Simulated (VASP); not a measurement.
Energy against volume of CaF2 (fluorite). Computed with r2SCAN+rVV10, VASP's PBE PAW potentials (set 64) (plane waves; VASP). Run with 520 eV cut-off, 7×7×7 Γ-centred mesh, Gaussian smearing of 0.050 eV, potentials Ca_sv F.

```
V (Å³/atom)  E (eV/atom)
-----------  -----------
12.523          -8.37881
12.923          -8.39223
13.323          -8.39739
13.723          -8.39532
```

Q: Fit these four points and predict the energy of the run at 14.122 Å³/atom.

A: A cubic in V^(−2/3), the third-order Birch-Murnaghan form, passes through the four points with V0 = 13.40 Å³/atom and B0 = 94 GPa, and gives -8.3869 eV/atom there. The run gave -8.3872 eV/atom, -0.3 meV/atom from the fit; all five points give B0 = 93 GPa.

The compound is CaF2 in the fluorite structure. It was relaxed first.
